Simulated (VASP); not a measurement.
Computed with LDA (Ceperley-Alder, Perdew-Zunger), VASP's LDA PAW potentials (set 64) (plane waves; VASP).

The input files of a VASP run:

### KPOINTS
```
Regular mesh
0
gamma
  4 4 4
0 0 0
```

KPOINTS_OPT:
```
k-points along high-symmetry lines
8
Line-mode
Reciprocal
  0.000000   0.000000   0.000000 ! GAMMA
  0.000000   0.500000   0.000000 ! X

  0.000000   0.000000   0.500000 ! Y
  0.000000   0.000000   0.000000 ! GAMMA

  0.000000   0.000000   0.000000 ! GAMMA
  0.500000   0.000000   0.000000 ! Z

  0.500000   0.500000   0.500000 ! R
  0.000000   0.000000   0.000000 ! GAMMA

  0.000000   0.000000   0.000000 ! GAMMA
  0.500000   0.000000   0.500000 ! T

  0.500000   0.500000   0.000000 ! U
  0.000000   0.000000   0.000000 ! GAMMA

  0.000000   0.000000   0.000000 ! GAMMA
  0.000000   0.500000   0.500000 ! V
```

### INCAR
```
SYSTEM=BaHfO3
PREC=Accurate; ENCUT=400; LREAL=.FALSE.
LASPH=.TRUE.
EDIFF=1E-6; NELM=100; ALGO=Normal
LMAXMIX=6
ISMEAR=-1; SIGMA=0.05
ISIF=2
LWAVE=.FALSE.; LCHARG=.FALSE.
```

### POSCAR
```
BaHfO3
1
    4.1700000000     0.0000000000     0.0000000000
    0.0000000000     4.1700000000     0.0000000000
    0.0000000000     0.0000000000     4.1700000000
Ba Hf O
1 1 3
Direct
  0.0026340000   0.0061910000  -0.0054310000
  0.4968970000   0.4973550000   0.4976880000
  0.5005240000  -0.0049820000   0.5049240000
  0.0061370000   0.5092700000   0.5065190000
  0.4938080000   0.4921660000  -0.0037000000
```

POTCAR, in this order: Ba_sv Hf_pv O (LDA.64 set). Program: vasp_std.

At this cut-off the stress carries a Pulay error, which pulls relaxed volumes low. Unless said otherwise, spin-orbit coupling is left out, though it shifts the bands of the heavy elements here.

Task: Predict the energy per atom (σ→0), pressure, largest force, band gap (over mesh and band path).

Result: 
```yaml
energy per atom (σ→0): -9527 meV/atom
band gap (over mesh and band path): 3.43 eV
pressure: -9.82 GPa
largest_force: 0.491 eV/Å
```

**OSZICAR**
```
...
DAV:   9    -0.476353225541E+02    0.11064E-01   -0.64422E-02  2090   0.164E+00    0.175E+00
DAV:  10    -0.476346631640E+02    0.65939E-03   -0.72014E-03  2133   0.535E-01    0.471E-01
DAV:  11    -0.476346052911E+02    0.57873E-04   -0.69064E-04  2084   0.166E-01    0.412E-02
DAV:  12    -0.476346052957E+02   -0.45516E-08   -0.69268E-05  2258   0.512E-02    0.103E-01
DAV:  13    -0.476346045974E+02    0.69834E-06   -0.52950E-06  1834   0.144E-02
   1 F= -.47634605E+02 E0= -.47634605E+02  d E =-.517833E-10
       N       E                     dE             ncg
       N       E                     dE             ncg
```

The structure is a typed BaHfO3 crystal. The cell was not relaxed at this level, atoms are displaced from their ideal sites.
